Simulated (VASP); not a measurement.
```
Ir
1.0
    0.00000     1.91964     1.91964
    1.91964     0.00000     1.91964
    1.91964     1.91964     0.00000
Ir
1
Direct
  0.00000   0.00000   0.00000
```

Method: PBE GGA with D4 dispersion, VASP's PBE PAW potentials (set 64) (plane waves; VASP). Run with 520 eV cut-off, Gaussian smearing of 0.050 eV, potentials Ir.

Problem. Give the energies of bands 1 to 6 at the high-symmetry points, in eV from the Fermi level.

Solution. 
```csv
band,Γ,X,U,L,W
1,-11.11,-7.91,-6.94,-8.09,-6.25
2,-3.88,-7.33,-5.98,-3.98,-4.87
3,-3.88,0.87,-2.88,-3.98,-4.87
4,-3.88,1.48,-0.88,-0.75,-1.79
5,-1.19,1.48,0.62,0.90,1.49
6,-1.19,1.71,6.36,0.90,8.22
```

It has no gap at this level: it comes out as a metal or semimetal.

The compound is Ir in the fcc structure. It was relaxed first.
